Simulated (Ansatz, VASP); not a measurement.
# Cross-check of Al6Ge8O25 (glassy 73GeO2-27Al2O3 (mol %)) between VASP and Ansatz, part 2 of 2

Aim: how closely do two programs agree when they are given the same cell, functional and k mesh? Of the first pair: The structure shown is the start of the Ansatz relaxation below; VASP solves that cell, so the two are compared at the walk's first step.

VASP 6.6.1 and Ansatz 0.2.0.

So far. Step 3 (VASP: single point, RPBE, start cell, pair 1): The run ends at a pressure of 16.94 GPa, with forces up to 1.6 eV/Å.

## Step 4: Differences

Known differences besides the potentials themselves: the cutoff is 420 eV in Ansatz and 520 eV in VASP (PREC = Accurate, projectors in real space); Ansatz makes its cores anew for this functional, VASP keeps those of its PBE data sets. Total energies have different zeros and are not compared.

Forces on 10 of the 117 atoms, those with the largest forces and the largest differences (eV/Å; atoms numbered as in POSCAR):

```csv
atom,"Ansatz x, y, z","VASP x, y, z"
O52,"0.972, -0.435, 0.504","0.813, -0.395, 0.486"
O68,"1.095, 0.914, -0.237","1.096, 0.775, -0.198"
O72,"-0.237, 0.123, 1.403","-0.227, 0.116, 1.315"
O73,"-0.123, 0.355, -0.918","-0.175, 0.351, -0.773"
O74,"-0.422, -1.392, -0.285","-0.390, -1.286, -0.269"
O77,"-0.838, 0.713, 0.117","-0.695, 0.675, 0.028"
O82,"0.660, 0.410, -1.534","0.604, 0.454, -1.438"
O84,"0.095, 1.518, -0.091","0.148, 1.403, -0.141"
O99,"-0.387, 1.116, -0.960","-0.385, 1.068, -0.837"
O108,"-0.640, -1.299, -0.030","-0.600, -1.213, -0.017"
```

The forces differ by 52 meV/Å r.m.s., which is 11.2 % of the r.m.s. force of 0.460 eV/Å (both taken over all components).

## Step 5: Ansatz: relaxation, RPBE

This run makes the geometry at which the two programs are then compared.

The structure compared here is the end of the Ansatz relaxation.

This is the run of step 2 again, met here at its other cell.

## Step 6: VASP: single point, RPBE, relaxed atoms in a fixed cell, pair 2

The same cell, functional, mesh and smearing now go to VASP, with its own data sets.

The input, INCAR:

```
SYSTEM = Al6Ge8O25
PREC = Accurate
ENCUT = 600
EDIFF = 1E-06
NELM = 120
ISMEAR = 0
SIGMA = 0.05
LREAL = Auto
ALGO = Normal
GGA = RP
NBANDS = 512
LORBIT = 11
LWAVE = .FALSE.
LCHARG = .FALSE.
ISIF = 2
LASPH = .TRUE.
GGA_COMPAT = .FALSE.
EFERMI = MIDGAP
NCORE = 4
```

The input, POSCAR:

```
Al6Ge8O25
1.0
   11.5101700000     -0.1817700000      0.1231000000
   -0.1817700000     11.5593900000      0.0684100000
    0.1231000000      0.0684100000     11.4424400000
Ge Al O
24 18 75
Direct
    0.7944200000      0.5718100000      0.3020500000
    0.3185500000      0.9455300000      0.9928900000
    0.9035400000      0.1605600000      0.4257900000
    0.4038100000      0.5041000000      0.3709400000
    0.5274800000      0.8042300000      0.8359100000
    0.3494800000      0.0403400000      0.6481600000
    0.5255900000      0.7368500000      0.3213500000
    0.2527200000      0.5797800000      0.0680200000
    0.2881000000      0.2705800000      0.2315800000
    0.0275200000      0.2296700000      0.1995600000
    0.3919400000      0.3880600000      0.7634700000
    0.2565800000      0.2141300000      0.9572100000
    0.5409200000      0.3384300000      0.5306900000
    0.7541500000      0.2742000000      0.8810300000
    0.9069900000      0.8309500000      0.2421900000
    0.2963800000      0.8872300000      0.2727900000
    0.2379300000      0.6041100000      0.6299700000
    0.7712900000      0.5308800000      0.7352600000
    0.6833400000      0.3846300000      0.1213900000
    0.6586000000      0.9529100000      0.1964400000
    0.5924300000      0.0678300000      0.7750100000
    0.0144800000      0.4490600000      0.9965500000
    0.5257700000      0.1840300000      0.2861000000
    0.1813900000      0.6281000000      0.3295400000
    0.7482100000      0.9761700000      0.5635700000
    0.6750700000      0.6974000000      0.5215600000
    0.9286200000      0.8371300000      0.5463000000
    0.1146900000      0.1548600000      0.6005500000
    0.9571800000      0.9768800000      0.7701300000
    0.0973300000      0.7904000000      0.0256800000
[... 81 atom lines left out ...]
    0.7699100000      0.2927400000      0.0336000000
    0.8524200000      0.5177800000      0.4403000000
    0.8724100000      0.9470900000      0.6488300000
    0.6343900000      0.5087900000      0.0549300000
    0.9116400000      0.2805600000      0.5159400000
    0.3642800000      0.9183000000      0.1372700000
```

The input, KPOINTS:

```
Automatic mesh
0
Gamma
1 1 1
0 0 0
```

The projector-augmented-wave data sets are Ge_d, Al and O (PBE family, release 64).

On the command line:

```sh
$ mpirun -np 16 vasp_gam
```

Numbers of over 12 decimals in the logs are rounded to 6 here.

Log:

```text
[banner, memory and clock lines left out]
running   16 mpi-ranks, on    1 nodes
[...]
[... a notice as in an earlier step ...]

 LDA part: xc-table for (Slater+PW92), standard interpolation
 POSCAR, INCAR and KPOINTS ok, starting setup
[...]
entering main loop
       N       E                     dE             d eps       ncg     rms          rms(c)
DAV:   1     0.296387349893E+05    0.29639E+05   -0.28116E+05  1272   0.428E+03
DAV:   2     0.622067029151E+04   -0.23418E+05   -0.22141E+05  1024   0.120E+03
DAV:   3     0.509573610431E+02   -0.61697E+04   -0.57359E+04  1120   0.400E+02
DAV:   4    -0.818195760935E+03   -0.86915E+03   -0.84839E+03  1200   0.166E+02
[...]
DAV:  18    -0.743032220851E+03    0.22468E-05   -0.48494E-05  1472   0.294E-02    0.881E-03
DAV:  19    -0.743032221833E+03   -0.98244E-06   -0.27464E-05  1512   0.127E-02    0.550E-03
DAV:  20    -0.743032221419E+03    0.41460E-06   -0.19016E-06   824   0.923E-03
   1 F= -.74303222E+03 E0= -.74303222E+03  d E =0.000000E+00
```

OUTCAR, selected parts (step 6):

```text
  FREE ENERGIE OF THE ION-ELECTRON SYSTEM (eV)
  ---------------------------------------------------
  free  energy   TOTEN  =      -743.0322214186 eV

  energy  without entropy=     -743.0322214186  energy(sigma->0) =     -743.03222142

[... 1 part as in an earlier step ...]

[... 1 further part left out ...]
[key lines of the parts left out:]
E-fermi :   3.5189
```

The run ends at a pressure of 4.89 GPa, with forces up to 0.14 eV/Å.

## Step 7: Side by side

What differs besides the data sets and the points named for the pairs above, as far as they apply: the cutoff is 420 eV in Ansatz and 600 eV in VASP (PREC = Accurate, projectors in real space). Total energies have different zeros and are not compared.

The two programs side by side:

```csv
quantity,Ansatz,VASP,difference
pressure (GPa),5.78,4.89,+0.88
gap on the k mesh (eV),2.413,2.394,+0.019
```

Forces on 7 of the 117 atoms, those with the largest forces and the largest differences (eV/Å; atoms numbered as in POSCAR):

```csv
atom,"Ansatz x, y, z","VASP x, y, z"
Ge5,"-0.012, -0.010, -0.014","-0.057, -0.091, -0.050"
Ge8,"-0.002, 0.000, 0.028","0.103, 0.005, -0.024"
Ge21,"-0.001, 0.018, -0.017","-0.028, 0.110, -0.082"
Ge24,"0.001, -0.014, -0.024","-0.122, 0.011, -0.032"
O44,"0.003, -0.001, 0.008","0.098, 0.061, 0.029"
O52,"0.001, 0.001, -0.004","-0.112, 0.034, -0.014"
O73,"-0.009, 0.008, 0.012","-0.029, -0.029, 0.109"
```

The forces differ by 36 meV/Å r.m.s., where the r.m.s. force is 0.009 eV/Å in Ansatz and 0.038 eV/Å in VASP: the atoms lie near their places of rest in Ansatz, so a percentage would say little (all taken over all components). A gap on the mesh is an upper bound, since the band edges may lie between its points.

## Step 8: Results

| Quantity | Value |
| --- | --- |
| r.m.s. force difference (single point, RPBE, start cell, pair 1) | 11 % of the r.m.s. force |
| r.m.s. force difference (single point, RPBE, relaxed atoms in a fixed cell, pair 2) | 36 meV/Å |
| difference in pressure (single point, RPBE, relaxed atoms in a fixed cell, pair 2) | 0.88 GPa |

In words: The r.m.s. force difference is 11 % of the r.m.s. force (single point, RPBE, start cell, pair 1), beyond the 3 % picked in this series as the mark of a large difference. What causes the difference of the single point, RPBE, start cell, pair 1 pair stays open here. What causes the difference of the single point, RPBE, relaxed atoms in a fixed cell, pair 2 pair stays open here. How closely two codes agree says nothing of how well the functional describes the real material.

[Lines on the potential files, build, host, timing and source positions are cut from VASP's logs without a mark.]

[Logs are printed without paths, hosts, clocks, repeated set-up lines and the standing remarks that a program may print on its own settings, such as how far it seeks lower states.]

[Hosts, paths, dates, database ids (printed as entryN), source tags and the programs' standing remarks are cut or masked in the printed files.]
